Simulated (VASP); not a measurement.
Input of a VASP 6.6.1 run:

Contents of INCAR:

```
SYSTEM = HfO2
ALGO = Normal ; EDIFF = 1E-6
EDIFFG = -0.002 ; ENCUT = 600
GGA = CA ; IBRION = 2
ISIF = 3 ; ISMEAR = 0
LASPH = .True. ; LCHARG = .False.
LREAL = .False. ; LWAVE = .False.
NELM = 100 ; NSW = 100
PREC = Accurate ; SIGMA = 0.02
```

KPOINTS

```
k-points
0
Gamma
  8 8 8
  0 0 0
```

File POSCAR:

```
HfO2
1.0
    0.0000000000      2.5160796100      2.5160796100
    2.5160796100      0.0000000000      2.5160796100
    2.5160796100      2.5160796100      0.0000000000
Hf O
1 2
Direct
    0.0000000000      0.0000000000      0.0000000000
    0.7500000000      0.7500000000      0.7500000000
    0.2500000000      0.2500000000      0.2500000000
```

Potentials or basis: VASP PAW LDA potentials, release 64 (Hf_pv, O).

The run is started by

```bash
$ cat potpaw_LDA.64/Hf_pv/POTCAR potpaw_LDA.64/O/POTCAR > POTCAR
$ mpirun -np 1 vasp_std > vasp.out
```

Predict the space group after relaxing (to 0.05 Å).

Fm-3m (No. 225).

Predict the relaxed volume.

10.29 Å³/atom.

Estimate the band gap on the k mesh.

3.74 eV, direct.

Step by step:
| step | energy change (eV) | largest force (eV/Å) | pressure (GPa) | volume (Å³) |
| --- | --- | --- | --- | --- |
| 1 | 0.0000 | 0.0000 | -8.43 | 31.86 |
| 2 | 0.0482 | 0.0000 | 16.38 | 29.35 |
| 3 | -0.0265 | 0.0000 | -0.13 | 30.89 |
| 4 | -0.0265 | 0.0000 | 0.04 | 30.87 |
| 5 | -0.0265 | 0.0000 | -0.05 | 30.88 |
| 6 | -0.0265 | 0.0000 | -0.03 | 30.88 |

Caveat: spin-orbit coupling is left out, which moves the levels of the heavy elements. A hybrid or GW would open this gap; LDA tends to underestimate it.
